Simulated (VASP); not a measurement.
Given:

```
CELL_PARAMETERS angstrom
      0.00000     2.89504     2.89504
      2.89504     0.00000     2.89504
      2.89504     2.89504     0.00000
ATOMIC_POSITIONS crystal
  Sn 0.00000 0.00000 0.00000
  Te 0.50000 0.50000 0.50000
```

Level of theory: PBEsol GGA, VASP's PBE PAW potentials (set 64) (plane waves; VASP 6.6.1). Run with 500 eV cut-off, 11×11×11 Γ-centred mesh, first-order Methfessel-Paxton smearing of 0.10 eV, potentials Sn_d Te.

Energy and stress use the plane-wave basis of the starting cell.

### Question
The ions, cell shape and volume at an external pressure of 30.0 GPa are relaxed. Give the cell that the relaxation ends in.

### Answer

```
CELL_PARAMETERS angstrom
      0.00000     2.82761     2.82761
      2.82761     0.00000     2.82761
      2.82761     2.82761     0.00000
ATOMIC_POSITIONS crystal
  Sn 0.00000 0.00000 0.00000
  Te 0.50000 0.50000 0.50000
```
Space group Fm-3m (225), at a tolerance of 0.03 Å.

### Question
How do energy and volume change from the first to the last step?

### Answer
The energy (σ→0) changes by +257.3 meV/atom and the volume by -6.8 %, in 5 ionic steps.

```json
[
 {"step": "1", "E(σ→0) (eV)": "-7.6454", "max force (eV/Å)": "0.000", "pressure (GPa)": "19.99", "volume (Å³)": "48.53"},
 {"step": "2", "E(σ→0) (eV)": "-5.2767", "max force (eV/Å)": "0.000", "pressure (GPa)": "64.27", "volume (Å³)": "38.64"},
 {"step": "3", "E(σ→0) (eV)": "-7.1710", "max force (eV/Å)": "0.000", "pressure (GPa)": "29.38", "volume (Å³)": "45.43"},
 {"step": "4", "E(σ→0) (eV)": "-7.1435", "max force (eV/Å)": "0.000", "pressure (GPa)": "29.80", "volume (Å³)": "45.28"},
 {"step": "5", "E(σ→0) (eV)": "-7.1309", "max force (eV/Å)": "0.000", "pressure (GPa)": "30.06", "volume (Å³)": "45.22"}
]
```

The structure was generated: SnTe was put into the rock salt type (Fm-3m), which need not be its known phase. This run relaxes it under an external pressure of 30 GPa. Symmetry was kept, so distortions that lower it aren't found.
